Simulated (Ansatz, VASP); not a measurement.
# SrZnCl4 (SrZnCl4 (I4_1/a)): VASP beside Ansatz

Wanted: the spread between two codes on one cell, functional and k mesh. The structure shown is the end of the Ansatz relaxation below.

Program: Ansatz 0.2.0. Level of theory: plane waves, with VASP 6.6.1 beside it; single point at r2SCAN. Results are calculated unless marked as measured.

## Step 1: Set-up

It takes space group I4_1/a (No. 88, tetragonal). The conventional cell has a = 6.506 Å, b = 6.506 Å, c = 14.405 Å, α = 90.00°, β = 90.00°, γ = 90.00°. Sr has 8 Cl at 2.98 to 3.07 Å nearest. Zn has 4 Cl at 2.29 Å nearest. Cl has 1 Zn at 2.29 Å and 2 Sr at 2.98 to 3.07 Å nearest. Farther neighbours and most contacts between anions are not listed.

## Step 2: Ansatz: relaxation, r2SCAN

Ansatz runs on its default PAW (the set named soft_2) files.

This run makes the geometry at which the two programs are then compared.

The input, input.yaml:

```yaml
crystal:
  lattice:
    - [-3.2518584, 3.2518584, 7.2121687]
    - [3.2518584, -3.2518584, 7.2121687]
    - [3.2518584, 3.2518584, -7.2121687]
  atoms:
    - { symbol: Sr, position: [0.0, 0.0, 0.0] }
    - { symbol: Sr, position: [0.75, 0.25, 0.5] }
    - { symbol: Zn, position: [0.25, 0.75, 0.5] }
    - { symbol: Zn, position: [0.5, 0.5, 0.0] }
    - { symbol: Cl, position: [0.42569953, 0.32272263, 0.58606621] }
    - { symbol: Cl, position: [0.58963332, 0.67569953, 0.6029769] }
    - { symbol: Cl, position: [0.32430047, 0.92727737, 0.91393379] }
    - { symbol: Cl, position: [0.67727737, 0.26334358, 0.1029769] }
    - { symbol: Cl, position: [0.07272263, 0.98665642, 0.3970231] }
    - { symbol: Cl, position: [0.01334358, 0.41036668, 0.08606621] }
    - { symbol: Cl, position: [0.16036668, 0.57430047, 0.8970231] }
    - { symbol: Cl, position: [0.73665642, 0.83963332, 0.41393379] }
basis:
  ecutwfc: 500
  xc_grid: 2
hamiltonian:
  xc: r2scan
kpoints:
  mp_grid: { grid: [6, 6, 6] }
scf:
  occupations: { method: fixed }
  max_iter: 100
relax:
  f_tol: 0.005
  max_steps: 60
  cell: {}
output:
  forces: true
  stress: true
checkpoint:
  write: "../cell.run"
  compress: false
  write_wavefunctions: false
  write_every: 100000
```

Command:

```bash
$ ansatz run input.yaml --threads 4 --pin off --max-ram 7536MiB --backend cpu --events-out ev --progress --plain --runs-dir out
```

Numbers of over 12 decimals in the logs are rounded to 6 here.

Output:

```text
Engine: ansatz 0.2.0, x86_64-unknown-linux-gnu
Pseudopotentials: kind: paw
Pseudopotential: Sr, paw, valence charge 10, recommended cutoff 500 eV (meta_gga), Sr.paw.azcp
Pseudopotential: Zn, paw, valence charge 12, recommended cutoff 500 eV (meta_gga), Zn.paw.azcp
Pseudopotential: Cl, paw, valence charge 7, recommended cutoff 500 eV (meta_gga), Cl.paw.azcp
Functional definition: r2SCAN
  parameter k0 = 0.174
  parameter k1 = 0.065
  parameter a1 = 4.9479
  exchange = r2scan_x(k0 = k0, k1 = k1, a1 = a1)
  correlation = r2scan_c
Crystal: 12 atoms, lattice volume = 305.063 Å³
Basis set: ecut = 500 eV, 7743 PW (Γ), exchange–correlation on 128×128×128 points (8 copies of the dense FFT grid, shifted against one another)
Bands: 62, of which v1, the nominal top of the filled ones, is band 50 counted from 1 (49 counted from 0)
Symmetry: 8 space group operations
Space group: I41/a (ITA 88), of the structure as read, at distance tolerance 6.7e-5 Å
k-points: 36 of 216
Non-local potential: Sr, projectors of the file, l = 0: 3, l = 1: 2, l = 2: 2
Non-local potential: Zn, projectors of the file, l = 0: 2, l = 1: 2, l = 2: 3, l = 3: 1
Non-local potential: Cl, projectors of the file, l = 0: 2, l = 1: 2, l = 2: 2
PAW form: soft (Blöchl's): semilocal exchange-correlation on the pseudo side does not see the compensation charge
PAW frozen core: Sr, regenerated for the run's functional (the file was generated under x = pbe(κ = 0.804, μ = 0.219515), c = pbe(β = 0.066725))
PAW frozen core: Zn, regenerated for the run's functional (the file was generated under x = pbe(κ = 0.804, μ = 0.219515), c = pbe(β = 0.066725))
PAW frozen core: Cl, regenerated for the run's functional (the file was generated under x = pbe(κ = 0.804, μ = 0.219515), c = pbe(β = 0.066725))
PAW one-centre angular grid: Sr, 302 points (default); XC on 160 Gauss nodes
PAW one-centre angular grid: Zn, 590 points (default); XC on 261 of its mesh's 2673 points in the sphere
PAW one-centre angular grid: Cl, 302 points (default); XC on 160 Gauss nodes
Initial density: superposition of atomic densities (neutral atoms: chi_scale 0, normalization atom), corrected by the library's trained network
Initial wavefunctions: pseudopotential atomic-orbital guess
Functional: x = r2scan, c = r2scan; τ floored in thin density (d = 2e-4 eV/Å³)
SCF iter   1: F=—  HF=-22455.132997 eV  |F-HF|=—  |Δ(HF+E_count)|=         —  Δρ=8.32e-3  dr2=1.01e-1  dr2_τ=3.29e-2  ethr=1.77e-3  ⟨swp⟩=6.0  Hψ=9705  notcnv=0  defer=353
preconditioner: auto → Resta (q_TF=auto, 2.265 Å⁻¹)  ε∞=3.3  [insulator: Δε(μ)=5.157 eV  Ē_g=13.701 eV  n_scr=68 (ndim 8)  ℏωp=20.8 eV  f_vac=0.056  ε∞_Penn≈3.3]
SCF iter   2: F=—  HF=-22455.212113 eV  |F-HF|=—  |Δ(HF+E_count)|=   7.91e-2  Δρ=2.40e-3  dr2=1.18e-2  dr2_τ=7.54e-4  ethr=1.01e-4  ⟨swp⟩=3.1  Hψ=3920  notcnv=0  defer=360
SCF iter   3: F=—  HF=-22455.209217 eV  |F-HF|=—  |Δ(HF+E_count)|=   2.90e-3  Δρ=2.04e-3  dr2=6.53e-3  dr2_τ=1.67e-4  ethr=1.18e-5  ⟨swp⟩=3.0  Hψ=3404  notcnv=0  defer=252
automatic band count: iteration 3 solves 59 bands in place of 62: the levels show a gap, and the empty bands left out lie too high to hold charge; the band table lists the bands solved (type scf.n_extra_bands for more)
SCF iter   4: F=—  HF=-22455.208880 eV  |F-HF|=—  |Δ(HF+E_count)|=   3.38e-4  Δρ=5.18e-4  dr2=5.40e-4  dr2_τ=3.41e-5  ethr=6.53e-6  ⟨swp⟩=3.4  Hψ=3721  notcnv=0  defer=252
SCF iter   5: F=—  HF=-22455.208925 eV  |F-HF|=—  |Δ(HF+E_count)|=   4.49e-5  Δρ=9.02e-5  dr2=3.10e-5  dr2_τ=1.14e-6  ethr=5.40e-7  ⟨swp⟩=2.6  Hψ=3896  notcnv=0  defer=251
SCF iter   6: F=—  HF=-22455.209044 eV  |F-HF|=—  |Δ(HF+E_count)|=   1.20e-4  Δρ=1.47e-5  dr2=1.11e-6  dr2_τ=4.55e-8  ethr=3.10e-8  ⟨swp⟩=2.9  Hψ=4516  notcnv=0  defer=251
SCF iter   7: F=-22455.209045 eV  HF=-22455.209045 eV  |F-HF|=3.84e-8  |Δ(HF+E_count)|=   5.74e-7  Δρ=3.89e-6  dr2=7.59e-8  dr2_τ=4.31e-9  ethr=1.00e-10  ⟨swp⟩=4.0  Hψ=9811  notcnv=0
SCF 1 converged in 7 iterations: F = -22455.209045 eV  dr2 = 7.59e-8
  greatest PAW one-centre occupation: 0.988 electrons in one spin orbital (limit 2), on the Sr atom at site 1 (counted from 0), in its partial waves of l = 0
relax step   1: F+E_penalty+E_count = -22455.20904498 eV  Δ(F+E_penalty+E_count) = +0.000e0 eV  max|allowed force component| = 1.037e-2 eV/Å  Δτ_max = 0.0000 Å  P = +0.020 GPa  Ω = 305.063 Å³  (7 SCF iters, dr2 threshold 1.00e-7 eV, accepted)
[...]
relax step   2: F+E_penalty+E_count = -22455.20930922 eV  Δ(F+E_penalty+E_count) = -2.642e-4 eV  max|allowed force component| = 3.127e-3 eV/Å  Δτ_max = 0.0050 Å  P = +0.015 GPa  Ω = 304.904 Å³  energy of the carried Pulay correction = +1.966e-5 eV  (6 SCF iters, dr2 threshold 6.72e-9 eV, accepted)
[...]
relax step   3: F+E_penalty+E_count = -22455.20929024 eV  Δ(F+E_penalty+E_count) = +1.898e-5 eV  max|allowed force component| = 3.133e-3 eV/Å  Δτ_max = 0.0000 Å  P = +0.015 GPa  Ω = 304.904 Å³  stress off target by 1.84e-2 GPa  SCF on the basis re-selected at this cell (its energy is not comparable with the rows above)  (5 SCF iters)
basis re-selected at this cell: Δ(F+E_penalty+E_count) = +1.898e-5 eV, ΔP = -0.000 GPa vs the last step (what re-selecting the basis moved, of the pressure what is left beyond the Pulay correction that the steps carried, after the strain that the cell walked since its last selection, with what the two solves' SCF thresholds leave and, on support functions, any second-order correction that the steps lacked; it is no m [...]
SCF converged after 5 iterations
Free energy (F): -22455.209290 eV
Harris-Foulkes:  -22455.209290 eV  (|F-HF|=2.40e-10)
Internal energy: -22455.209290 eV  (E = F + TS)
E sigma→0 (E₀):  -22455.209290 eV
Fermi energy:    2.424233 eV
--- Per-component energies (eV) ---
  E_band       = -463.930629
  E_kinetic    = 2038.289993
  E_local      = -7675.664418  (includes V_loc(G=0)·N_el)
  E_nonlocal   = 1873.439464
  E_hartree    = 2819.100386
  E_xc         = -1407.476796
  E_vxc        = -1538.632042  (∫ρ·V_xc dr)
  E_paw        = -14471.912189  (= ΣΔE_a)
  E_vpaw       = -880.203039  (= ΣTr[D̂ρ^β])
  E_aug_tail   = 0.000185  (compensation charges beyond the density's cutoff)
  E_vtau       = 80.638820  (kinetic-family band-sum trace: ∫τ·v_τ [+ j·A + Jᵃ·Aᵃ] dr)
  E_ewald      = -5629.237352
  E_core_change = -1.748565  (= ΣΔE_core)
  E_smearing   = -0.000000  (= −TS)
  E_closure    = 0.000000  (closes the sum)
  Σ components = -22455.209290   (vs F -22455.209290, Δ=0.00e0)
--- Forces (eV/Å), atoms counted from 1 ---
  atom   1  Sr     0.00000000     0.00000000     0.00000000
  atom   2  Sr    -0.00000000     0.00000000     0.00000000
  atom   3  Zn     0.00000000     0.00000000     0.00000000
  atom   4  Zn     0.00000000     0.00000000     0.00000000
  atom   5  Cl    -0.00313293    -0.00292336     0.00277792
  atom   6  Cl    -0.00292336     0.00313293     0.00277792
  atom   7  Cl     0.00313293     0.00292336    -0.00277792
  atom   8  Cl    -0.00292336     0.00313293    -0.00277792
  atom   9  Cl     0.00292336    -0.00313293     0.00277792
  atom  10  Cl    -0.00313293    -0.00292336    -0.00277792
  atom  11  Cl     0.00292336    -0.00313293    -0.00277792
  atom  12  Cl     0.00313293     0.00292336     0.00277792
  max |Σ_I F_I| component: 3.04e-18 eV/Å
--- Stress (GPa, compression-positive) ---
        0.018374      -0.000000       0.000000
        0.000000       0.018374       0.000000
        0.000000      -0.000000       0.008916
  P = ⅓ Tr σ = 0.0152 GPa (0.152 kbar)
--- Relaxed structure (2 steps of the walk, 2 accepted, 1 SCFs on fresh bases) ---
  F+E_penalty+E_count = -22455.20929024 eV   max|allowed force component| = 3.133e-3 eV/Å   (the final SCF, on the basis selected at the relaxed cell)
  cell:  # Å, volume = 304.9043 Å³
    - [-3.253153, 3.253153, 7.202687]
    - [3.253153, -3.253153, 7.202687]
    - [3.253153, 3.253153, -7.202687]
  atoms:
    - { symbol: Sr, position: [0, 0, 0] }
    - { symbol: Sr, position: [0.750000, 0.250000, 0.500000] }
    - { symbol: Zn, position: [0.250000, 0.750000, 0.500000] }
    - { symbol: Zn, position: [0.5, 0.5, 0] }
    - { symbol: Cl, position: [0.425699, 0.323409, 0.586222] }
    - { symbol: Cl, position: [0.589477, 0.675699, 0.602290] }
    - { symbol: Cl, position: [0.324301, 0.926591, 0.913778] }
    - { symbol: Cl, position: [0.676591, 0.262813, 0.102290] }
    - { symbol: Cl, position: [0.073409, 0.987187, 0.397710] }
    - { symbol: Cl, position: [0.012813, 0.410523, 0.086222] }
    - { symbol: Cl, position: [0.160523, 0.574301, 0.897710] }
    - { symbol: Cl, position: [0.737187, 0.839477, 0.413778] }
```

Reading the cycles: dr2 is the Hartree energy of the density residual (eV), the measure of convergence; HF is the Harris–Foulkes estimate of the energy, which meets the free energy F at convergence.

(Continued in part 2 of 2.)

[Lines on the potential files, build, host, timing and source positions are cut from VASP's logs without a mark.]

[Logs are printed without paths, hosts, clocks, repeated set-up lines and the standing remarks that a program may print on its own settings, such as how far it seeks lower states.]

[Hosts, paths, dates, database ids (printed as entryN), source tags and the programs' standing remarks are cut or masked in the printed files.]
